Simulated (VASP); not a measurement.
Consider the following.

```xyz
3
Lattice="0.0000 2.5260 2.5260 2.5260 0.0000 2.5260 2.5260 2.5260 0.0000" Properties=species:S:1:pos:R:3 pbc="T T T"
Li     1.2630     1.2630     1.2630
Li     3.7890     3.7890     3.7890
S      0.0000     0.0000     0.0000
```

The numbers are results of PBE GGA, VASP's PBE PAW potentials (set 64) (plane waves; VASP 6.6.1), not measurements. Settings: 620 eV cut-off, 8×8×8 Γ-centred mesh, Gaussian smearing of 0.050 eV, potentials Li_sv S.

Energy and stress use the plane-wave basis of the starting cell.

### Question
The ions, cell shape and volume at an external pressure of 45.0 GPa are relaxed. What does this cell relax into?

### Answer

```xyz
3
Lattice="0.0000 2.4500 2.4500 2.4500 0.0000 2.4500 2.4500 2.4500 0.0000" Properties=species:S:1:pos:R:3 pbc="T T T"
Li     1.2250     1.2250     1.2250
Li     3.6751     3.6751     3.6751
S      0.0000     0.0000     0.0000
```
Space group Fm-3m (225), at a tolerance of 0.03 Å.

### Question
How do energy and volume change from the first to the last step?

### Answer
The energy (σ→0) changes by +217.5 meV/atom and the volume by -8.8 %, in 3 ionic steps.

```csv
step,E(σ→0) (eV),max force (eV/Å),pressure (GPa),volume (Å³)
1,-10.9982,0.000,30.09,32.23
2,-9.8346,0.000,56.41,27.79
3,-10.3457,0.000,44.94,29.41
```

The compound is Li2S in the antifluorite structure. This run relaxes it under an external pressure of 45 GPa. Symmetry was kept, so distortions that lower it aren't found.
